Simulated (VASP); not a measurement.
Computed with MS2 meta-GGA, VASP's PBE PAW potentials (set 64) (plane waves; VASP).

Input for VASP

**INCAR**
```
! general
SYSTEM  = CdSe
PREC    = Accurate
ENCUT   = 520   ! plane-wave cut-off (eV)
LREAL   = F   ! projection in real space or not
LASPH   = T   ! aspherical one-centre terms

! electronic loop
EDIFF   = 1E-6   ! SCF stop (eV)
NELM    = 100   ! most electronic steps
ALGO    = Normal   ! blocked Davidson
LMAXMIX = 4   ! l cut-off of mixed one-centre charges
LMIXTAU = T

! smearing
ISMEAR  = 0   ! Gaussian
SIGMA   = 0.05

! functional
METAGGA = MS2

! ions
IBRION  = 2
NSW     = 60   ! most ionic steps
ISIF    = 3   ! ions, shape and volume
EDIFFG  = -0.01

! output
LWAVE   = F
LCHARG  = F
```

**KPOINTS**
```
Automatic
0
G
 7 7 7
```

### POSCAR
```
CdSe
1
   -0.0000000000     3.0636409585     3.0636409585
    3.0636409585     0.0000000000     3.0636409585
    3.0636409585     3.0636409585     0.0000000000
Cd Se
1 1
Direct
  0.0000000000   0.0000000000   0.0000000000
  0.2500000000   0.2500000000   0.2500000000
```

POTCAR, in this order: Cd Se (PBE.64 set). Program: vasp_std.

**Question.** What will the output report for the number of irreducible k-points (NKPTS), largest plane-wave count, number of space-group operations, FFT grid (NGX, NGY, NGZ)?

**Answer.** 
```json
{
  "number of irreducible k-points (NKPTS)": "20",
  "largest_plane_wave_count": "1564",
  "number_of_space_group_operations": "24",
  "FFT grid (NGX, NGY, NGZ)": "32 × 32 × 32"
}
```

The compound is CdSe in the zinc blende structure, whereas wurtzite is the usual form. It was relaxed first. The start is the result of an earlier pass.
